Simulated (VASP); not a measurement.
Consider the following.

```xyz
4
Lattice="3.7687 0.0000 0.0000 0.0000 3.7687 0.0000 0.0000 0.0000 4.7378" Properties=species:S:1:pos:R:3 pbc="T T T"
Sn     1.8843     3.7687     3.6028
Sn     0.0000     1.8843     1.1351
O      1.8843     1.8843     0.0000
O      0.0000     0.0000     4.7378
```

Level of theory: rev-vdW-DF2, VASP's PBE PAW potentials (set 64) (plane waves; VASP). Numerical set-up: 520 eV cut-off, 6×6×5 Γ-centred mesh, Gaussian smearing of 0.050 eV, potentials Sn_d O.

**Question.** The ions and cell shape at fixed volume are relaxed. Predict the relaxed structure.

**Answer.** 
```xyz
4
Lattice="3.8116 0.0000 0.0000 0.0000 3.8116 0.0000 0.0000 0.0000 4.6318" Properties=species:S:1:pos:R:3 pbc="T T T"
Sn     1.9058     0.0000     3.4690
Sn     0.0000     1.9058     1.1628
O      1.9058     1.9058     4.6318
O      0.0000     0.0000     4.6318
```
Space group P4/nmm (129), at a tolerance of 0.03 Å.

**Question.** How much energy does the relaxation gain?

**Answer.** The energy (σ→0) changes by -13.3 meV/atom, in 7 ionic steps.

```csv
step,E(σ→0) (eV),max force (eV/Å),pressure (GPa),volume (Å³)
1,-14.4515,0.894,6.39,67.29
2,-14.4965,0.076,3.24,67.29
3,-14.4973,0.043,2.85,67.29
4,-14.5023,0.007,2.62,67.29
5,-14.5045,0.031,2.33,67.29
6,-14.5045,0.032,2.31,67.29
7,-14.5045,0.006,2.18,67.29
```

The compound is SnO in the litharge structure. This cell is one point of a volume scan, at 0.94 of the reference volume. Symmetry was kept, so distortions that lower it aren't found.
